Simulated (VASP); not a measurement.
Given:

```
CELL_PARAMETERS angstrom
      3.89843     0.00000     0.00000
      0.00000     3.89843     0.00000
      0.00000     0.00000     3.89843
ATOMIC_POSITIONS crystal
  Ti 0.00000 0.00000 0.00000
  Pt 0.00000 0.50000 0.50000
  Pt 0.50000 0.00000 0.50000
  Pt 0.50000 0.50000 0.00000
```

Level of theory: PBEsol GGA, VASP's PBE PAW potentials (set 64) (plane waves; VASP). Numerical set-up: 520 eV cut-off, 9×9×9 Γ-centred mesh, tetrahedra with Blöchl corrections, potentials Ti_sv Pt.

The cores are frozen, which limits the accuracy of field gradients.

Q: Give the principal components of the electric field gradient (V/Å²) and the asymmetry η at each nucleus.

A: 
```
atom   Vxx   Vyy    Vzz     η
----  ----  ----  -----  ----
Ti1    0.0   0.0    0.0     -
Pt2   35.2  35.2  -70.4  0.00
Pt3   35.2  35.2  -70.4  0.00
Pt4   35.2  35.2  -70.4  0.00
```

The compound is Pt3Ti in the L1_2 structure. It was relaxed first.
